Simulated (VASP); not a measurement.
Input of a VASP 6.6.1 run:

Contents of POSCAR:

```
H10CO5
1.0
    5.6566530000      0.0000000000      0.0000000000
    0.0000000000      5.6566530000      0.0000000000
    0.0000000000      0.0000000000      5.6566530000
O H C
5 10 1
Direct
    0.3090343353     -0.0754863344      0.9849463985
    0.0358339110      0.6450103975      0.2581208358
    0.2930708318      0.5207673159      0.6763009858
    0.6835490881      0.9747106637      0.2668185586
    0.7920408058      0.3370190818      0.9433670405
    0.2755516380      0.0844669100      0.9389651442
    0.4501248353     -0.0770597030      1.0868441108
    0.0994050722      0.7551461969      0.1368123518
   -0.0438245019      0.5236312003      0.1712319989
    0.2284743293      0.5701958384      0.5209971338
    0.3437014786      0.6723410469      0.7442563650
    0.7566665305      1.0917586778      0.1656279782
    0.8157120474      0.8571146224      0.2972429103
    0.7677685020      0.6328300499      0.7444154697
    0.7984757064      0.3461057272      0.5851340006
    0.7807974079      0.4419574614      0.7556765458
```

INCAR.step1

```
PREC = Accurate ; ENCUT = 520
ISMEAR = -1 ; SIGMA = 0.05
LREAL = Auto ; LASPH = True
NELM = 100 ; NBANDS = 36
GGA = PE ; ALGO = Normal
EDIFF = 1E-4 ; LWAVE = True
LCHARG = False
```

The input INCAR.step2:

```
PREC = Accurate ; ENCUT = 520
EDIFF = 1E-7 ; ISMEAR = -1
SIGMA = 0.05 ; LREAL = Auto
LASPH = True ; NELM = 100
ALGO = Normal ; ISIF = 2
LWAVE = False ; LCHARG = True
METAGGA = R2SCAN ; LMIXTAU = True
IVDW = 12 ; VDW_S6 = 1.0
VDW_S8 = 0.78981345 ; VDW_A1 = 0.49484001
VDW_A2 = 5.73083694 ; LELF = True
LVHAR = True ; NBANDS = 36
ISTART = 1
```

Contents of KPOINTS:

```
regular mesh
0
Gamma
  1 1 1
```

Potentials or basis: VASP PAW PBE potentials, release 64 (O, H, C).

The run is started by

```sh
$ cat potpaw_PBE.64/O/POTCAR potpaw_PBE.64/H/POTCAR potpaw_PBE.64/C/POTCAR > POTCAR
$ cp INCAR.step1 INCAR
$ mpirun -np 1 vasp_gam > vasp.out
$ cp INCAR.step2 INCAR
$ mpirun -np 1 vasp_gam > vasp.out
```

(1) Estimate the dispersion energy per atom.

(2) What does it give for the band gap on the k mesh?

(3) Predict the largest force.

(4) Estimate the pressure.

Answers

(1) -0.017 eV.

(2) 4.79 eV, direct.

(3) 1.382 eV/Å.

(4) -1.3 GPa.

Caveat: the standard files for N, O and F lose accuracy on very short bonds; the PAW data sets were made with another functional, which shifts forces and pressure a little.
